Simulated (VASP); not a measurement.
Output of a VASP run:

**OSZICAR**
```
       N       E                     dE             d eps       ncg     rms          rms(c)
DAV:   1     0.286151118023E+03    0.28615E+03   -0.18480E+04  1350   0.300E+03
DAV:   2     0.952107201609E+01   -0.27663E+03   -0.26734E+03  1488   0.537E+02
DAV:   3    -0.253622113471E+02   -0.34883E+02   -0.34574E+02  1542   0.156E+02
DAV:   4    -0.267437037825E+02   -0.13815E+01   -0.13784E+01  1872   0.329E+01
DAV:   5    -0.267616881443E+02   -0.17984E-01   -0.17979E-01  1490   0.354E+00    0.107E+01
DAV:   6    -0.228355279021E+02    0.39262E+01   -0.15113E+01  2372   0.550E+01    0.317E+00
DAV:   7    -0.229557756133E+02   -0.12025E+00   -0.15929E+00  1428   0.108E+01    0.270E+00
DAV:   8    -0.229656040500E+02   -0.98284E-02   -0.27246E-01  2116   0.785E+00    0.880E-01
DAV:   9    -0.229434362074E+02    0.22168E-01   -0.11048E-01  2368   0.554E+00    0.366E-01
DAV:  10    -0.229445796989E+02   -0.11435E-02   -0.61171E-03  1508   0.830E-01    0.152E-01
DAV:  11    -0.229446335266E+02   -0.53828E-04   -0.20993E-03  1944   0.786E-01    0.438E-02
DAV:  12    -0.229446533901E+02   -0.19863E-04   -0.22217E-04  1436   0.112E-01    0.244E-02
DAV:  13    -0.229446556569E+02   -0.22668E-05   -0.62109E-05  1722   0.148E-01    0.189E-02
DAV:  14    -0.229446569837E+02   -0.13269E-05   -0.86324E-06  1698   0.316E-02    0.600E-03
DAV:  15    -0.229446569600E+02    0.23689E-07   -0.14390E-06  1782   0.109E-02    0.106E-03
DAV:  16    -0.229446570854E+02   -0.12537E-06   -0.22828E-07  1296   0.431E-03    0.140E-03
DAV:  17    -0.229446570297E+02    0.55649E-07   -0.36271E-08   804   0.253E-03
   1 F= -.22944657E+02 E0= -.22944657E+02  d E =-.229447E+02
       N       E                     dE             d eps       ncg     rms          rms(c)
DAV:   1    -0.229447759857E+02   -0.11890E-03   -0.32902E-03  1432   0.492E-01    0.634E-02
DAV:   2    -0.229447115302E+02    0.64456E-04   -0.21189E-04  1584   0.221E-01    0.385E-02
DAV:   3    -0.229446684772E+02    0.43053E-04   -0.70853E-05  1846   0.137E-01    0.354E-03
DAV:   4    -0.229446700881E+02   -0.16109E-05   -0.19633E-05  1362   0.458E-02    0.244E-03
DAV:   5    -0.229446699378E+02    0.15035E-06   -0.94671E-07  1604   0.990E-03    0.654E-04
DAV:   6    -0.229446699568E+02   -0.19032E-07   -0.23436E-07  1224   0.407E-03
   2 F= -.22944670E+02 E0= -.22944670E+02  d E =-.129270E-04
```

OUTCAR:
```
------------------------ aborting loop because EDIFF is reached ----------------------------------------
  FORCE on cell =-STRESS in cart. coord.  units (eV):
  Direction    XX          YY          ZZ          XY          YZ          ZX
  --------------------------------------------------------------------------------------
  Total        0.0093928      0.0093928     -0.0059252      0.0000000      0.0000000      0.0000000
  in kB        0.3147220      0.3147220     -0.1985317      0.0000000      0.0000000      0.0000000
  external PRESSURE =       0.1436374 kB  Pullay stress =       0.0000000 kB
  volume of cell :       47.82
      direct lattice vectors                 reciprocal lattice vectors
     1.618181685 -2.802772855  0.000000000     0.308988789 -0.178394763  0.000000000
     1.618181685  2.802772855  0.000000000     0.308988789  0.178394763 -0.000000000
     0.000000000  0.000000000  5.271511185     0.000000000  0.000000000  0.189698924
  FREE ENERGIE OF THE ION-ELECTRON SYSTEM (eV)
  ---------------------------------------------------
  free  energy   TOTEN  =       -22.9446699568 eV

  energy  without entropy=      -22.9446699568  energy(sigma->0) =      -22.94466996

 reached required accuracy - stopping structural energy minimisation
```
(Selected blocks of OUTCAR.)

File POSCAR:
```
GaN
1
    1.6186108680    -2.8035162212     0.0000000000
    1.6186108680     2.8035162212     0.0000000000
    0.0000000000     0.0000000000     5.2687160203
Ga N
2 2
Direct
  0.6666670000   0.3333330000   0.5000338469
  0.3333330000   0.6666670000   0.0000338469
  0.6666670000   0.3333330000   0.8769661531
  0.3333330000   0.6666670000   0.3769661531
```

Problem. Reconstruct the remaining input files.

Solution. One answer among several that fit: the input of the run itself, revPBE GGA, plane waves, VASP's PBE PAW potentials (set 64).

**INCAR**
```
ALGO = Normal
EDIFF = 1E-7
EDIFFG = -0.01
ENCUT = 520
GGA = RE
IBRION = 2
ISIF = 4
ISMEAR = 0
LASPH = .True.
LCHARG = .False.
LMAXMIX = 4
LREAL = .False.
LWAVE = .False.
NELM = 100
NSW = 30
PREC = Accurate
SIGMA = 0.05
SYSTEM = GaN
```

KPOINTS:
```
Automatic mesh
0
Gamma
8 8 4
0 0 0
```

POTCAR, in this order: Ga_d N (PBE.64 set). Program: vasp_std.

The compound is GaN in the wurtzite structure. This run relaxes it. Symmetry was kept, so distortions that lower it aren't found.
